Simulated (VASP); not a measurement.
**MgH8Cl2O4: single point with PBE+D3(BJ)**

Crystal: MgH8Cl2O4.

```xyz
15
Lattice="5.7083 0.0000 0.0000 0.0000 5.7083 0.0000 0.0000 0.0000 5.7083" Properties=species:S:1:pos:R:3 pbc="T T T"
O     2.5844    5.5046    5.1697
O     4.4366    6.0534    3.0531
O     1.5424    1.0486    1.8645
O     5.5935    0.6865    0.0586
H     1.8348    5.1456    4.6836
H     2.9914    4.6385    5.5486
H     4.9830    5.2151    3.0632
H     3.4794    5.8236    3.2373
H     1.6064    0.6058    1.0186
H     2.3710    1.6499    1.9001
H     5.9901    1.5142   -0.4537
H     4.9300    0.6284   -0.5917
Mg    5.3723    1.7919    1.8618
Cl    0.5240    3.8086    3.3055
Cl    4.0510    3.4491    1.1279
```

The cell was built by a generator and needn't be a form met in nature.

| Property | Result |
| --- | --- |
| Program | VASP 6.6.1 |
| Task | single point |
| Functional | PBE |
| Dispersion | D3(BJ) |
| Potentials or basis | VASP PAW PBE potentials, release 64 (O, H, Mg, Cl) |
| Cutoff | 520 eV |
| k mesh | 1 × 1 × 1 |
| Occupations | fermi-dirac, width 0.02 eV |
| Spin | no spin polarisation |

The pressure is 0.3 GPa and the largest force is 4.132 eV/Å. The band gap on the k mesh is 3.81 eV, direct and the dispersion energy per atom is -0.066 eV.

Forces on the atoms (eV/Å):
```
O    1.050 -1.118  0.805
O   -0.861  1.042 -0.248
O    1.570  2.024  1.466
O    2.374  3.373 -0.246
H   -0.885 -0.344 -0.575
H   -0.319  1.338 -0.321
H    0.020 -0.652  0.073
H    1.122  0.119  0.024
H    0.652 -1.148 -1.251
H   -1.476 -0.641 -0.101
H   -0.070 -1.545  1.299
H   -2.865 -1.281 -1.695
Mg   0.151 -0.181  0.855
Cl   0.361 -0.751  0.299
Cl  -0.823 -0.235 -0.387
```

Stress tensor (GPa, compression positive):
```
 2.30 -2.25  3.75
-2.25 -3.61  2.19
 3.75  2.19  2.31
```

Levels at points of the mesh, in eV from the valence-band top:
```tsv
k point	band 20	band 21	band 22	band 23	band 24	band 25	band 26	band 27	band 28	band 29
(0.00, 0.00, 0.00)	-1.18	-1.00	-0.84	-0.49	0.00	3.81	6.63	7.43	7.60	7.78
```

Wall time 14 s on 1 thread of Intel(R) Xeon(R) Platinum 8488C (Sapphire Rapids), with other jobs on the host, peak memory 0.25 GiB.
